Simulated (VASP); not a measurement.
Method: PBEsol GGA, VASP's PBE PAW potentials (set 64) (plane waves; VASP).

The input files of a VASP run:

INCAR:
```
! general
SYSTEM  = CdZn3Te4
PREC    = Accurate
ENCUT   = 400
LREAL   = .False.
LASPH   = .True.

! electronic loop
EDIFF   = 1E-6
NELM    = 100
ALGO    = Normal
LMAXMIX = 4

! smearing
ISMEAR  = 0
SIGMA   = 0.05

! functional
GGA     = PS

! ions
IBRION  = 2
NSW     = 60
ISIF    = 3
EDIFFG  = -0.02

! output
LWAVE   = .False.
LCHARG  = .False.
```

File KPOINTS:
```
Automatic mesh
0
Gamma
4 4 4
0 0 0
```

POSCAR:
```
CdZn3Te4
1
    6.1789995592     0.0000000000    -0.0000000000
   -0.0000000000     6.1789995592     0.0000000000
   -0.0000000000     0.0000000000     6.1789995592
Zn Te Cd
3 4 1
Direct
  0.0000000000   0.0000000000   0.0000000000
  0.5000000000   0.5000000000   0.0000000000
  0.5000000000   0.0000000000   0.5000000000
  0.2596994870   0.2403005130   0.2403005130
  0.7403005130   0.7596994870   0.2403005130
  0.7403005130   0.2403005130   0.7596994870
  0.2596994870   0.7596994870   0.7596994870
  0.0000000000   0.5000000000   0.5000000000
```

POTCAR, in this order: Zn Te Cd (PBE.64 set). Program: vasp_std.

Output of the run:

### OSZICAR
```
       N       E                     dE             d eps       ncg     rms          rms(c)
DAV:   1     0.456613207855E+03    0.45661E+03   -0.27304E+04   860   0.140E+03
DAV:   2     0.193880313610E+02   -0.43723E+03   -0.42562E+03   914   0.344E+02
DAV:   3    -0.226830795076E+02   -0.42071E+02   -0.41722E+02   963   0.115E+02
DAV:   4    -0.240050183870E+02   -0.13219E+01   -0.13190E+01   999   0.190E+01
DAV:   5    -0.240355114957E+02   -0.30493E-01   -0.30490E-01  1058   0.263E+00    0.102E+01
DAV:   6    -0.231838357189E+02    0.85168E+00   -0.30614E+00  1079   0.282E+01    0.783E+00
DAV:   7    -0.231578273620E+02    0.26008E-01   -0.11427E+00   916   0.617E+00    0.349E+00
DAV:   8    -0.231523839169E+02    0.54434E-02   -0.40684E-02   954   0.169E+00    0.105E+00
DAV:   9    -0.231511261719E+02    0.12577E-02   -0.69533E-03  1135   0.912E-01    0.393E-01
DAV:  10    -0.231510282531E+02    0.97919E-04   -0.21672E-03  1004   0.282E-01    0.939E-02
DAV:  11    -0.231510923660E+02   -0.64113E-04   -0.24090E-04   922   0.890E-02    0.358E-02
DAV:  12    -0.231510943865E+02   -0.20205E-05   -0.20600E-05  1028   0.203E-02    0.156E-02
DAV:  13    -0.231511021177E+02   -0.77313E-05   -0.16853E-05   908   0.268E-02    0.440E-03
DAV:  14    -0.231511020302E+02    0.87503E-07   -0.15003E-06   601   0.163E-02
   1 F= -.23151102E+02 E0= -.23151102E+02  d E =-.231511E+02
       N       E                     dE             d eps       ncg     rms          rms(c)
DAV:   1    -0.231801993983E+02   -0.29097E-01   -0.45675E-01  1075   0.707E+00    0.123E+00
DAV:   2    -0.231555438693E+02    0.24656E-01   -0.10564E-01   982   0.463E+00    0.406E-01
DAV:   3    -0.231526697581E+02    0.28741E-02   -0.48598E-03   944   0.490E-01    0.262E-01
DAV:   4    -0.231519790508E+02    0.69071E-03   -0.73585E-04   910   0.125E-01    0.120E-01
DAV:   5    -0.231518395147E+02    0.13954E-03   -0.69963E-05  1153   0.800E-02    0.419E-02
DAV:   6    -0.231518342465E+02    0.52681E-05   -0.38127E-05   931   0.448E-02    0.129E-02
DAV:   7    -0.231518336060E+02    0.64054E-06   -0.23441E-06   671   0.106E-02
   2 F= -.23151834E+02 E0= -.23151834E+02  d E =-.731576E-03
```

File OUTCAR:
```
------------------------ aborting loop because EDIFF is reached ----------------------------------------
  FORCE on cell =-STRESS in cart. coord.  units (eV):
  Direction    XX          YY          ZZ          XY          YZ          ZX
  --------------------------------------------------------------------------------------
  Total        0.1237221      0.1237221      0.1237221      0.0000000      0.0000000      0.0000000
  in kB        0.8454762      0.8454762      0.8454762      0.0000000      0.0000000      0.0000000
  external PRESSURE =       0.8454762 kB  Pullay stress =       0.0000000 kB
  volume of cell :      234.45
      direct lattice vectors                 reciprocal lattice vectors
     6.166217317  0.000000000  0.000000000     0.162173979  0.000000000  0.000000000
    -0.000000000  6.166217317  0.000000000    -0.000000000  0.162173979  0.000000000
     0.000000000 -0.000000000  6.166217317    -0.000000000 -0.000000000  0.162173979
 POSITION                                       TOTAL-FORCE (eV/Angst)
 -----------------------------------------------------------------------------------
      6.16622      6.16622      6.16622         0.000000     -0.000000      0.000000
      3.08311      3.08311      6.16622         0.000000      0.000000      0.000000
      3.08311      6.16622      3.08311         0.000000      0.000000      0.000000
      1.60117      1.48194      1.48194        -0.000441      0.000441      0.000441
      4.56505      4.68428      1.48194         0.000441     -0.000441      0.000441
      4.56505      1.48194      4.68428         0.000441      0.000441     -0.000441
      1.60117      4.68428      4.68428        -0.000441     -0.000441     -0.000441
     -0.00000      3.08311      3.08311         0.000000     -0.000000      0.000000
 -----------------------------------------------------------------------------------
    total drift:                               -0.000000     -0.000000     -0.000000
  FREE ENERGIE OF THE ION-ELECTRON SYSTEM (eV)
  ---------------------------------------------------
  free  energy   TOTEN  =       -23.1518336060 eV

  energy  without entropy=      -23.1518336060  energy(sigma->0) =      -23.15183361

 reached required accuracy - stopping structural energy minimisation
```
(Selected blocks of OUTCAR.)

CONTCAR:
```
CdZn3Te4
   1.00000000000000
     6.1662173172567734    0.0000000000000000    0.0000000000000000
    -0.0000000000000000    6.1662173172567734    0.0000000000000000
     0.0000000000000000   -0.0000000000000000    6.1662173172567734
  Zn              Te              Cd
     3     4     1
Direct
     1.0000000000000000    1.0000000000000000    1.0000000000000000
     0.5000000000000000    0.5000000000000000    1.0000000000000000
     0.5000000000000000    1.0000000000000000    0.5000000000000000
     0.2596680624097378    0.2403319375902622    0.2403319375902622
     0.7403319375902623    0.7596680624097377    0.2403319375902622
     0.7403319375902623    0.2403319375902622    0.7596680624097377
     0.2596680624097378    0.7596680624097377    0.7596680624097377
     0.0000000000000000    0.5000000000000000    0.5000000000000000
```

The structure was generated: CdZn3Te4 was put into an ordered model structure (P-43m), which need not be its known phase. This run relaxes it. Symmetry was kept, so distortions that lower it aren't found. The start is the result of an earlier pass.
